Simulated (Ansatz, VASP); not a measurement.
# Te (Tellurium): VASP beside Ansatz, part 2 of 2

Aim: how closely do two programs agree when they are given the same cell, functional and k mesh? The cell is taken from a series of runs on this material, whose earlier steps may have relaxed, scaled, displaced or heated it; both programs get it as it stands.

VASP 6.6.1 and Ansatz 0.2.0.

So far: Set-up; Ansatz: zone-centre phonons, PBEsol.

**3. VASP: zone-centre phonons, PBEsol**

Level of this step: PBEsol; plane waves and PAW (Te) (VASP).

The same cell, functional, mesh and smearing now go to VASP, with its own data sets.

Lines of VASP's logs that name or quote its potential files are left out, and so is its time.

The input, INCAR:

```
SYSTEM = Te
PREC = Accurate
ENCUT = 500
EDIFF = 1E-08
NELM = 120
ISMEAR = 1
SIGMA = 0.2
LREAL = .FALSE.
ALGO = Normal
GGA = PS
NBANDS = 15
LORBIT = 11
LWAVE = .FALSE.
LCHARG = .FALSE.
ISIF = 2
IBRION = 8
LASPH = .TRUE.
GGA_COMPAT = .FALSE.
KPAR = 2
```

The input, POSCAR:

```
Te
1.0
    4.3163383699      0.0000000000      0.0000000000
   -2.1581691849      3.7380586797      0.0000000000
    0.0000000000      0.0000000000      5.9589636220
Te
3
Direct
    0.2837864627      0.0000000000      0.3333333333
    0.0000000000      0.2837864627      0.6666666667
    0.7162135373      0.7162135373      0.0000000000
```

The input, KPOINTS:

```
Automatic mesh
0
Gamma
12 12 8
0 0 0
```

PAW data sets: Te (PBE family, release 64).

The run is started by

```console
mpirun -np 2 vasp_std
```

Numbers of over 12 decimals in the logs are rounded to 6 here.

The log of the run:

```text
[banner, memory and clock lines left out]
running    2 mpi-ranks, on    1 nodes
 distrk:  each k-point on    1 cores,    2 groups
 distr:  one band on    1 cores,    1 groups

 POSCAR found type information on POSCAR Te
 POSCAR found :  1 types and       3 ions
|                                                                             |
|               ----> ADVICE to this user running VASP <----                  |
|                                                                             |
|     You enforced a specific xc type in the INCAR file but a different       |
|     [... a line on the potential file left out ...]
|     I HOPE YOU KNOW WHAT YOU ARE DOING!                                     |
|                                                                             |

 LDA part: xc-table for (Slater+PW92), standard interpolation
 POSCAR, INCAR and KPOINTS ok, starting setup
 FFT: planning ... GRIDC
 FFT: planning ... GRID_SOFT
 FFT: planning ... GRID
 WAVECAR not read
 entering main loop
       N       E                     dE             d eps       ncg     rms          rms(c)
DAV:   1     0.710996493646E+02    0.71100E+02   -0.64163E+03  3930   0.935E+02
DAV:   2    -0.596160653023E+01   -0.77061E+02   -0.73290E+02  5268   0.140E+02
DAV:   3    -0.105258748549E+02   -0.45643E+01   -0.45373E+01  4721   0.384E+01
DAV:   4    -0.106029317140E+02   -0.77057E-01   -0.77039E-01  5577   0.589E+00
DAV:   5    -0.106041426994E+02   -0.12110E-02   -0.12110E-02  5128   0.648E-01    0.136E+01
DAV:   6    -0.105868601444E+02    0.17283E-01   -0.12126E-02  4931   0.665E-01    0.845E+00
DAV:   7    -0.105810111457E+02    0.58490E-02   -0.25385E-02  4532   0.950E-01    0.246E-01
DAV:   8    -0.105806112774E+02    0.39987E-03   -0.43268E-03  4532   0.377E-01    0.118E-01
DAV:   9    -0.105806252083E+02   -0.13931E-04   -0.11615E-04  5605   0.742E-02    0.783E-02
DAV:  10    -0.105806262390E+02   -0.10307E-05   -0.11638E-05  4946   0.221E-02    0.915E-03
DAV:  11    -0.105806246841E+02    0.15549E-05   -0.39900E-06  4931   0.119E-02    0.345E-03
DAV:  12    -0.105806247933E+02   -0.10922E-06   -0.34863E-07  5253   0.355E-03    0.164E-03
DAV:  13    -0.105806247817E+02    0.11690E-07   -0.44340E-08  4903   0.134E-03    0.632E-04
DAV:  14    -0.105806247861E+02   -0.43977E-08   -0.30824E-09  3064   0.337E-04
   1 F= -.10580625E+02 E0= -.10581592E+02  d E =0.290117E-02
 Linear response reoptimize wavefunctions to high precision
DAV:   1    -0.105806247887E+02   -0.26519E-08   -0.15815E-09  4107   0.236E-04
DAV:   2    -0.105806247887E+02   -0.17280E-10   -0.21303E-10  2525   0.947E-05
 Linear response DOF=           3
 Linear response progress:
  Degree of freedom:   1/  3
       N       E                     dE             d eps       ncg     rms          rms(c)
RMM:   1    -0.459960466983E-01   -0.45996E-01    0.37853E-02 21768   0.104E+00
RMM:   2    -0.445919377240E-01    0.14041E-02   -0.23333E-03 15042   0.276E-01    0.960E-02
RMM:   3    -0.445249954469E-01    0.66942E-04   -0.83302E-05 15935   0.577E-02    0.666E-02
RMM:   4    -0.444608832541E-01    0.64112E-04   -0.21363E-05 16247   0.242E-02    0.148E-02
RMM:   5    -0.444638066164E-01   -0.29234E-05   -0.63729E-07 16441   0.546E-03    0.731E-03
RMM:   6    -0.444716092394E-01   -0.78026E-05   -0.24977E-07 16232   0.244E-03    0.149E-03
RMM:   7    -0.444708010664E-01    0.80817E-06    0.94196E-08 16597   0.660E-04    0.464E-04
RMM:   8    -0.444698670915E-01    0.93397E-06    0.15713E-07 16394   0.230E-04    0.127E-04
RMM:   9    -0.444699572564E-01   -0.90165E-07   -0.12864E-07 17171   0.617E-05    0.664E-05
RMM:  10    -0.444699494840E-01    0.77724E-08   -0.16667E-08 16728   0.292E-05    0.208E-05
 first order change of Fermi-energy   0.27354E+00
 force on displaced ion       1 direction 1 :  -2.657   0.000   0.000
 Linear response progress:
  Degree of freedom:   2/  3
       N       E                     dE             d eps       ncg     rms          rms(c)
RMM:   1    -0.470660475052E-01   -0.47066E-01    0.32419E-02 39770   0.104E+00
RMM:   2    -0.458135707267E-01    0.12525E-02   -0.23850E-03 27384   0.275E-01    0.741E-02
RMM:   3    -0.456829427695E-01    0.13063E-03   -0.10322E-04 28835   0.605E-02    0.494E-02
RMM:   4    -0.456000516984E-01    0.82891E-04   -0.33525E-05 29205   0.274E-02    0.143E-02
RMM:   5    -0.456067615279E-01   -0.67098E-05   -0.15527E-06 29707   0.680E-03    0.742E-03
RMM:   6    -0.456192606165E-01   -0.12499E-04   -0.30852E-07 29715   0.230E-03    0.104E-03
RMM:   7    -0.456189698441E-01    0.29077E-06    0.10846E-07 30476   0.478E-04    0.584E-04
RMM:   8    -0.456185461058E-01    0.42374E-06    0.56540E-08 30141   0.189E-04    0.101E-04
RMM:   9    -0.456186277831E-01   -0.81677E-07   -0.88575E-08 31231   0.514E-05    0.192E-05
RMM:  10    -0.456186102479E-01    0.17535E-07   -0.36946E-08 30768   0.236E-05    0.588E-06
RMM:  11    -0.456186227099E-01   -0.12462E-07   -0.26618E-08 31625   0.132E-05    0.259E-06
RMM:  12    -0.456186230684E-01   -0.35849E-09    0.42452E-09 24667   0.104E-05    0.470E-07
 first order change of Fermi-energy   0.62356E-04
 force on displaced ion       1 direction 2 :  -0.001  -2.344  -0.450
 Linear response progress:
  Degree of freedom:   3/  3
       N       E                     dE             d eps       ncg     rms          rms(c)
RMM:   1    -0.575543234238E-01   -0.57554E-01    0.45946E-02 42030   0.107E+00
RMM:   2    -0.547891246171E-01    0.27652E-02   -0.29703E-03 27522   0.301E-01    0.247E-01
RMM:   3    -0.545345938210E-01    0.25453E-03   -0.49287E-04 28678   0.937E-02    0.172E-01
RMM:   4    -0.544981372023E-01    0.36457E-04   -0.15723E-05 29174   0.238E-02    0.848E-02
RMM:   5    -0.544911794878E-01    0.69577E-05   -0.60662E-06 29645   0.140E-02    0.412E-03
RMM:   6    -0.544937378563E-01   -0.25584E-05   -0.19465E-07 29826   0.297E-03    0.269E-03
RMM:   7    -0.544962103579E-01   -0.24725E-05   -0.11709E-07 29700   0.122E-03    0.572E-04
RMM:   8    -0.544962333077E-01   -0.22950E-07   -0.66722E-09 30578   0.319E-04    0.268E-04
RMM:   9    -0.544964443974E-01   -0.21109E-06   -0.11344E-07 29640   0.148E-04    0.476E-05
RMM:  10    -0.544965554542E-01   -0.11106E-06   -0.13030E-07 31449   0.468E-05    0.109E-05
RMM:  11    -0.544965708738E-01   -0.15420E-07   -0.86475E-09 31326   0.189E-05    0.393E-06
RMM:  12    -0.544965669593E-01    0.39145E-08    0.57388E-09 29927   0.116E-05    0.119E-06
 first order change of Fermi-energy   0.22124E-04
 force on displaced ion       1 direction 3 :  -0.001  -0.453  -4.884
 Linear response finished
```

OUTCAR, selected parts (step 3):

```text
ion  position               nearest neighbor table
   1  0.284  0.000  0.333-   3 2.91   2 2.91   3 3.35   3 3.35   2 3.35   2 3.35
   2  0.000  0.284  0.667-   3 2.91   1 2.91   3 3.35   3 3.35   1 3.35   1 3.35
   3  0.716  0.716  0.000-   1 2.91   2 2.91   1 3.35   2 3.35   2 3.35   1 3.35

  LATTYP: Found a hexagonal cell.
 ALAT       =     4.3163383699
 C/A-ratio  =     1.3805598893

 Subroutine GETGRP returns: Found  6 space group operations
 (whereof  2 operations were pure point group operations)

The static configuration has the point symmetry C_2 .
 The point group associated with its full space group is D_3 .

 Found    131 irreducible k-points:

   k-points           NKPTS =    131   k-points in BZ     NKDIM =    131   number of bands    NBANDS=     15

   dimension x,y,z NGX =    32 NGY =   32 NGZ =   48
   dimension x,y,z NGXF=    64 NGYF=   64 NGZF=   96

   ENCUT  =  500.0 eV  36.75 Ry    6.06 a.u.   7.87  7.87 10.86*2*pi/ulx,y,z

   NELECT =      18.0000    total number of electrons

 k-points in reciprocal lattice and weights: Automatic mesh
   0.00000000  0.00000000  0.00000000       0.001
   0.08333333  0.00000000  0.00000000       0.005
   0.16666667  0.00000000  0.00000000       0.005
   0.25000000  0.00000000  0.00000000       0.005
   0.33333333  0.00000000  0.00000000       0.005
   0.41666667 -0.00000000  0.00000000       0.005
   0.50000000  0.00000000  0.00000000       0.003
   0.08333333  0.08333333  0.00000000       0.005
   0.16666667  0.08333333  0.00000000       0.010
[...]
0.33333333  0.25000000  0.50000000       0.010
   0.33333333  0.33333333  0.50000000       0.002

 average (electrostatic) potential at core
       1 -88.2611       2 -88.2611       3 -88.2611

  Total        0.0284362      0.0284362      0.0401520      0.0000000      0.0000000     -0.0000000
  in kB        0.4738604      0.4738604      0.6690917      0.0000000      0.0000000     -0.0000000
  external PRESSURE =       0.5389375 kB  Pullay stress =       0.0000000 kB

  energy-cutoff  :      500.00
  volume of cell :       96.15
      direct lattice vectors                 reciprocal lattice vectors
     4.316338370  0.000000000  0.000000000     0.231677852  0.133759270  0.000000000
    -2.158169185  3.738058680  0.000000000     0.000000000  0.267518540  0.000000000
     0.000000000  0.000000000  5.958963622     0.000000000  0.000000000  0.167814416

 POSITION                                       TOTAL-FORCE (eV/Angst)
 -----------------------------------------------------------------------------------
      1.22492      0.00000      1.98632         0.018939      0.000000      0.000000
     -0.61246      1.06081      3.97264        -0.009470      0.016402      0.000000
      1.54571      2.67725      0.00000        -0.009470     -0.016402      0.000000
 -----------------------------------------------------------------------------------
    total drift:                                0.000000     -0.000000      0.000000

 Eigenvectors and eigenvalues of the dynamical matrix
 ----------------------------------------------------

   1 f  =    3.801222 THz    23.883782 2PiTHz  126.795116 cm-1    15.720584 meV
             X         Y         Z           dx          dy          dz
      1.224918  0.000000  1.986321    -0.103284   -0.075273   -0.468995
     -0.612459  1.060810  3.972642    -0.013556    0.127084   -0.322757
      1.545710  2.677248  0.000000     0.116826   -0.051801    0.791752

   2 f  =    3.801222 THz    23.883782 2PiTHz  126.795116 cm-1    15.720584 meV
             X         Y         Z           dx          dy          dz
      1.224918  0.000000  1.986321    -0.075280    0.103275    0.643462
     -0.612459  1.060810  3.972642     0.127077    0.013547   -0.727893
      1.545710  2.677248  0.000000    -0.051808   -0.116836    0.084431

   3 f  =    2.982959 THz    18.742483 2PiTHz   99.500797 cm-1    12.336521 meV
             X         Y         Z           dx          dy          dz
      1.224918  0.000000  1.986321    -0.577350   -0.000000    0.000000
     -0.612459  1.060810  3.972642     0.288675   -0.500000   -0.000000
      1.545710  2.677248  0.000000     0.288675    0.500000    0.000000

   4 f  =    2.666511 THz    16.754184 2PiTHz   88.945238 cm-1    11.027799 meV
             X         Y         Z           dx          dy          dz
      1.224918  0.000000  1.986321     0.000000    0.577350   -0.000123
     -0.612459  1.060810  3.972642    -0.500000   -0.288675   -0.000123
      1.545710  2.677248  0.000000     0.500000   -0.288675   -0.000123

   5 f  =    2.438711 THz    15.322875 2PiTHz   81.346651 cm-1    10.085695 meV
             X         Y         Z           dx          dy          dz
      1.224918  0.000000  1.986321    -0.365865    0.427926   -0.137400
     -0.612459  1.060810  3.972642     0.553487    0.102668    0.170389
      1.545710  2.677248  0.000000    -0.187870   -0.530885   -0.032989

   6 f  =    2.438711 THz    15.322875 2PiTHz   81.346651 cm-1    10.085695 meV
             X         Y         Z           dx          dy          dz
      1.224918  0.000000  1.986321    -0.428120   -0.365699    0.117420
     -0.612459  1.060810  3.972642    -0.102862    0.553652    0.060282
      1.545710  2.677248  0.000000     0.530691   -0.187705   -0.177702

   7 f/i=    0.000538 THz     0.003382 2PiTHz    0.017957 cm-1     0.002226 meV
             X         Y         Z           dx          dy          dz
      1.224918  0.000000  1.986321    -0.388990    0.426654   -0.000024
     -0.612459  1.060810  3.972642    -0.389036    0.426442   -0.000007
      1.545710  2.677248  0.000000    -0.389196    0.426588    0.000030

   8 f/i=    0.000538 THz     0.003382 2PiTHz    0.017957 cm-1     0.002226 meV
             X         Y         Z           dx          dy          dz
      1.224918  0.000000  1.986321    -0.426469   -0.389158    0.000021
     -0.612459  1.060810  3.972642    -0.426681   -0.389112   -0.000031
      1.545710  2.677248  0.000000    -0.426535   -0.388952    0.000010

   9 f/i=    0.000568 THz     0.003570 2PiTHz    0.018953 cm-1     0.002350 meV
             X         Y         Z           dx          dy          dz
      1.224918  0.000000  1.986321     0.000000    0.000123    0.577350
     -0.612459  1.060810  3.972642    -0.000107   -0.000062    0.577350
      1.545710  2.677248  0.000000     0.000107   -0.000062    0.577350

 ELASTIC MODULI CONTR FROM IONIC RELAXATION (kBar)
 Direction    XX          YY          ZZ          XY          YZ          ZX
 --------------------------------------------------------------------------------
 XX        -206.8282    -68.0372   -171.2574     -0.0000   -104.1523     -0.0000
 YY         -68.0372   -206.8282   -171.2574     -0.0000    104.1523      0.0000
 ZZ        -171.2574   -171.2574   -213.4071     -0.0000     -0.0000     -0.0000
 XY          -0.0000     -0.0000     -0.0000    -69.6658      0.0000   -101.9253
 YZ        -104.1523    104.1523     -0.0000      0.0000   -171.4452     -0.0000
 ZX          -0.0000      0.0000     -0.0000   -101.9253     -0.0000   -165.3053
 --------------------------------------------------------------------------------
```

Energies printed during the response cycles are not total energies of the cell. The PAW data sets were made with PBE, which is usual practice but a small mismatch for other functionals.

**4. Differences**

Known differences besides the potentials themselves: the data sets hold 48 valence electrons in Ansatz (on its PAW soft_1 files) and 18 in VASP; the cutoff is 420 eV in Ansatz and 500 eV in VASP; Ansatz makes its cores anew for this functional, VASP keeps those of its PBE data sets. Total energies have different zeros and are not compared.

Compared:

```csv
quantity,Ansatz,VASP,difference
optical mode 1 to 2 (cm⁻¹),81.1,81.3,-0.34 %
optical mode 3 (cm⁻¹),88.7,88.9,-0.29 %
optical mode 4 (cm⁻¹),98.0,99.5,-1.56 %
optical mode 5 to 6 (cm⁻¹),126.3,126.8,-0.39 %
```

Modes are paired by rising frequency, not by their patterns, so a pair may set unlike modes beside each other; they are those without the splitting of longitudinal modes.

**5. Outcome**

| Quantity | Value |
| --- | --- |
| r.m.s. difference of the optical zone-centre modes, each program's sorted by frequency (zone-centre phonons, PBEsol) | 0.72 cm⁻¹ |
| difference in optical mode 4 (zone-centre phonons, PBEsol) | -1.6 % |

**Reading.** The r.m.s. difference of the optical zone-centre modes, each program's sorted by frequency is 0.72 cm⁻¹ (zone-centre phonons, PBEsol). The data sets hold unlike numbers of valence electrons (48 in Ansatz and 18 in VASP), so part of the differences comes from the potentials. Among the rows given in per cent, the largest difference of the zone-centre phonons, PBEsol pair is in optical mode 4, -1.6 %. Such differences can come from data sets, numerical settings and the points named under the comparisons, not from the functional's error against experiment.

[Lines on the potential files, build, host, timing and source positions are cut from VASP's logs without a mark.]

[Logs are printed without paths, hosts, clocks, repeated set-up lines and the standing remarks that a program may print on its own settings, such as how far it seeks lower states.]

[Hosts, paths, dates, database ids (printed as entryN), source tags and the programs' standing remarks are cut or masked in the printed files.]
